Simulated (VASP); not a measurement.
```yaml
crystal:
  lattice:
    - [3.14697, 1.81690, 2.66281]
    - [-3.14697, 1.81690, 2.66281]
    - [0.00000, -3.63380, 2.66281]
  atoms:
    - { symbol: Tl, position: [0.00837, 0.00837, 0.00837] }
    - { symbol: I, position: [0.50211, 0.50211, 0.50211] }
    - { symbol: O, position: [0.90370, 0.46174, 0.46174] }
    - { symbol: O, position: [0.46174, 0.90370, 0.46174] }
    - { symbol: O, position: [0.46174, 0.46174, 0.90370] }
```

Computed with r2SCAN meta-GGA, VASP's PBE PAW potentials (set 64) (plane waves; VASP 6.6.1). Run with 520 eV cut-off, 5×5×5 Γ-centred mesh, Gaussian smearing of 0.050 eV, potentials Tl_d I O.

Task: Estimate the energy per atom (σ→0).

Result: 
- energy per atom (σ→0) = -19.730 eV/atom

Only differences to runs with the same potentials and settings are physical.

The structure comes from a computed database's TlIO3 entry (R3m); how it stands against other phases isn't given here. It was relaxed first. The start is the result of an earlier pass.
